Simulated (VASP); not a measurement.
**Mg: a series in a change of volume**

Wanted: the elastic response of Mg to a change of volume, with a fit that predicts a row left out.

Method: r2SCAN; plane waves and PAW (Mg), in the first sound run; inputs show where later runs differ, in VASP 6.6.1.

**1. The starting structure**

The structure is hexagonal, space group P6_3/mmc (No. 194). Conventional cell: a = 3.210 Å, b = 3.210 Å, c = 5.213 Å, α = 90.00°, β = 90.00°, γ = 120.00°. Nearest to Mg lie 12 Mg at 3.20 to 3.21 Å.

**2. Relax the crystal, r2SCAN**

The series starts from the cell that this level prefers, so that zero strain is near zero stress.

This step took 2 runs in a row; the last is shown.

Level: r2SCAN; plane waves and PAW (Mg).

Contents of INCAR:

```
SYSTEM = Mg
PREC = Accurate
ENCUT = 450
EDIFF = 1E-07
NELM = 120
ISMEAR = 1
SIGMA = 0.15
LREAL = .FALSE.
ALGO = Normal
METAGGA = R2SCAN
LASPH = .TRUE.
NBANDS = 8
LORBIT = 11
LWAVE = .FALSE.
LCHARG = .FALSE.
KPAR = 8
IBRION = 2
NSW = 40
ISIF = 3
EDIFFG = -0.005
POTIM = 0.4
```

Contents of POSCAR:

```
Mg
1.0
    3.1711919262      0.0000000000      0.0000000000
   -1.5855959631      2.7463327683      0.0000000000
    0.0000000000      0.0000000000      5.1481557338
Mg
2
Direct
    0.0000000000      0.0000000000      0.0000000000
    0.3333333333      0.6666666667      0.5000000000
```

Contents of KPOINTS:

```
Automatic mesh
0
Gamma
21 21 11
0 0 0
```

The projector-augmented-wave data sets are Mg (PBE family, release 64).

Launch:

```console
> mpirun -np 8 vasp_std
```

Log:

```text
[banner, memory and clock lines left out]
running    8 mpi-ranks, on    1 nodes
[...]
|                                                                             |
|           W    W    AA    RRRRR   N    N  II  N    N   GGGG   !!!           |
|           W    W   A  A   R    R  NN   N  II  NN   N  G    G  !!!           |
|           W    W  A    A  R    R  N N  N  II  N N  N  G       !!!           |
|           W WW W  AAAAAA  RRRRR   N  N N  II  N  N N  G  GGG   !            |
|           WW  WW  A    A  R   R   N   NN  II  N   NN  G    G                |
|           W    W  A    A  R    R  N    N  II  N    N   GGGG   !!!           |
|                                                                             |
|     For optimal performance we recommend to set                             |
|       NCORE = 2 up to number-of-cores-per-socket                            |
|     NCORE specifies how many cores store one orbital (NPAR=cpu/NCORE).      |
|     This setting can greatly improve the performance of VASP for DFT.       |
[...]
|     You enforced a specific xc type in the INCAR file but a different       |
|     [... a line on the potential file left out ...]
|     I HOPE YOU KNOW WHAT YOU ARE DOING!                                     |
|                                                                             |

 LDA part: xc-table for (None), standard interpolation
 POSCAR, INCAR and KPOINTS ok, starting setup
[...]
entering main loop
       N       E                     dE             d eps       ncg     rms          rms(c)
DAV:   1    -0.594608598391E+01   -0.59461E+01   -0.13340E+03  4712   0.316E+02
DAV:   2    -0.831923484440E+01   -0.23731E+01   -0.22809E+01  6160   0.226E+01
DAV:   3    -0.833335672773E+01   -0.14122E-01   -0.14106E-01  6048   0.230E+00
DAV:   4    -0.833340634863E+01   -0.49621E-04   -0.49621E-04  6824   0.114E-01
[...]
DAV:  10    -0.829734310085E+01   -0.88924E-06   -0.18882E-07  6816   0.274E-03    0.625E-04
DAV:  11    -0.829734357806E+01   -0.47721E-06   -0.93315E-09  3440   0.854E-04    0.501E-05
DAV:  12    -0.829734356451E+01    0.13547E-07   -0.11055E-10  2968   0.750E-05
   1 F= -.82973436E+01 E0= -.82974347E+01  d E =-.829734E+01
[...]
reached required accuracy - stopping structural energy minimisation
```

Run time: 23 s. Hardware: 8 MPI ranks of Intel Xeon 6975P-C (Granite Rapids), shared host; peak memory 1.7 GiB.

Lines that name or quote the potential files are left out of all logs, and their timing lines are given in words.

Parts of OUTCAR (step 2):

```text
  Total        0.0045090      0.0045090     -0.0074204      0.0000000      0.0000000      0.0000000
  in kB        0.1611265      0.1611265     -0.2651622      0.0000000      0.0000000      0.0000000
  external PRESSURE =       0.0190302 kB  Pullay stress =       0.0000000 kB

 POSITION                                       TOTAL-FORCE (eV/Angst)
 -----------------------------------------------------------------------------------
      0.00000      0.00000      0.00000        -0.000000      0.000000      0.000000
     -0.00000      1.83089      2.57408         0.000000     -0.000000      0.000000
 -----------------------------------------------------------------------------------
    total drift:                               -0.000000      0.000000      0.000000

  FREE ENERGIE OF THE ION-ELECTRON SYSTEM (eV)
  ---------------------------------------------------
  free  energy   TOTEN  =        -8.2973435645 eV

  energy  without entropy=       -8.2976171120  energy(sigma->0) =       -8.29743475

 reached required accuracy - stopping structural energy minimisation

[... 3 further parts left out ...]
[key lines of the parts left out:]
E-fermi :   2.7779
```

Numbers from this step:

```
energy(sigma→0) of the program : -8.2974 eV
stress, compression positive   : xx, yy, zz 0.02, 0.02, -0.03 GPa
volume                         : 44.836 Å³
ionic steps                    : 1
```

**3. Relax at fixed volume, r2SCAN**

One member in full: the volume is scaled by 1.04, and shape and atoms relax at that volume.

Level: r2SCAN; plane waves and PAW (Mg).

INCAR, as its differences from that of step 2:

```diff
@@ -15,7 +15,7 @@
 LCHARG = .FALSE.
-KPAR = 8
+KPAR = 2
 IBRION = 2
 NSW = 40
-ISIF = 3
-EDIFFG = -0.005
+ISIF = 4
+EDIFFG = -0.004
 POTIM = 0.4
```

Contents of POSCAR:

```
Mg
1.0
    3.2129229213      0.0000000000      0.0000000000
   -1.6064614607      2.7824728702      0.0000000000
    0.0000000000      0.0000000000      5.2159023940
Mg
2
Direct
    0.0000000000      0.0000000000      0.0000000000
    0.3333333333      0.6666666667      0.5000000000
```

KPOINTS is that of step 2.

Launch:

```console
> mpirun -np 2 vasp_std
```

Log:

```text
[banner, memory and clock lines left out]
running    2 mpi-ranks, on    1 nodes
[...]
[... a notice as in an earlier step ...]

 LDA part: xc-table for (None), standard interpolation
 POSCAR, INCAR and KPOINTS ok, starting setup
[...]
entering main loop
       N       E                     dE             d eps       ncg     rms          rms(c)
DAV:   1    -0.602021642649E+01   -0.60202E+01   -0.13484E+03  4664   0.318E+02
DAV:   2    -0.831729019743E+01   -0.22971E+01   -0.22330E+01  6072   0.220E+01
DAV:   3    -0.833100544467E+01   -0.13715E-01   -0.13713E-01  6272   0.226E+00
DAV:   4    -0.833104489706E+01   -0.39452E-04   -0.39452E-04  6616   0.101E-01
[...]
DAV:   8    -0.828890697001E+01   -0.43923E-03   -0.32216E-04  6344   0.171E-01    0.229E-02
DAV:   9    -0.828889046212E+01    0.16508E-04   -0.14761E-05  5832   0.235E-02    0.223E-03
DAV:  10    -0.828889039944E+01    0.62676E-07   -0.26827E-07  6480   0.368E-03
   1 F= -.82888904E+01 E0= -.82889675E+01  d E =-.828889E+01
[...]
reached required accuracy - stopping structural energy minimisation
```

It took 49 s on 2 MPI ranks; peak memory 0.42 GiB.

From OUTCAR (step 3):

```text
  Total       -0.4251292     -0.4251292     -0.4308029      0.0000000      0.0000000      0.0000000
  in kB      -14.6073286    -14.6073286    -14.8022762      0.0000000      0.0000000      0.0000000
  external PRESSURE =     -14.6723111 kB  Pullay stress =       0.0000000 kB

 POSITION                                       TOTAL-FORCE (eV/Angst)
 -----------------------------------------------------------------------------------
      0.00000      0.00000      0.00000         0.000000     -0.000000      0.000000
     -0.00000      1.85498      2.60795        -0.000000      0.000000      0.000000
 -----------------------------------------------------------------------------------
    total drift:                               -0.000000      0.000000      0.000000

  FREE ENERGIE OF THE ION-ELECTRON SYSTEM (eV)
  ---------------------------------------------------
  free  energy   TOTEN  =        -8.2888903994 eV

  energy  without entropy=       -8.2891216251  energy(sigma->0) =       -8.28896747

[... 2 parts as in an earlier step ...]

[... 2 further parts left out ...]
[key lines of the parts left out:]
E-fermi :   2.5721
```

This run gave:

- energy(sigma→0) of the program: -8.2890 eV
- stress, compression positive: xx, yy, zz -1.46, -1.46, -1.48 GPa
- ionic steps: 1

**4. All members**

The other members went through these steps as far as the tables show, with the same cutoff and, step by step, the same mesh; 9 runs are not shown. The session took 0.44 core hours (wall time by ranks) on a shared machine.

```csv
volume over the relaxed volume,volume (Å³/atom),pressure (GPa),"energy above the unstrained row, extrapolated to no smearing (meV/atom)"
0.940,21.073,2.822,11.262
0.960,21.521,1.788,4.839
0.980,21.970,0.851,1.171
0.990,22.194,0.416,0.288
1,22.418,0.002,0.000
1.010,22.642,?,?
1.020,22.866,-0.768,1.091
1.040,23.315,-1.467,4.234
1.060,23.763,-2.100,9.237
```

**5. Stress from the known rows**

Fitting a cubic to the 8 known rows (u: logarithm of the volume ratio) gives pressure = − 70.43 u³ + 78.95 u² − 40.42 u + 0.001630 in GPa; the residuals are 2.7e-4 GPa r.m.s.

At u = 0.009950 this predicts -0.393 GPa.

**6. Checking the prediction**

The calculation gives -0.393 GPa, so the prediction is right to the last digit shown.

A cubic of the pressure in ln(V/V₀) through all rows has the slope −B at V₀: B = 40 GPa, and its curvature gives B′ = 3.9.

**7. Outcome**

```
error of the predicted pressure : 0.000 GPa
bulk modulus                    : 40 GPa
```

These are static values: temperature and zero-point motion are left out. In a metal the slopes also depend on mesh and smearing, which were held through the series.

[Lines on the potential files, build, host, timing and source positions are cut from VASP's logs without a mark.]

[Logs are printed without paths, hosts, clocks, repeated set-up lines and the standing remarks that a program may print on its own settings, such as how far it seeks lower states.]

[Hosts, paths, dates, database ids (printed as entryN), source tags and the programs' standing remarks are cut or masked in the printed files.]

[In band tables of VASP the shares of atoms and orbitals are scaled to a sum of 1 inside the atoms' spheres.]
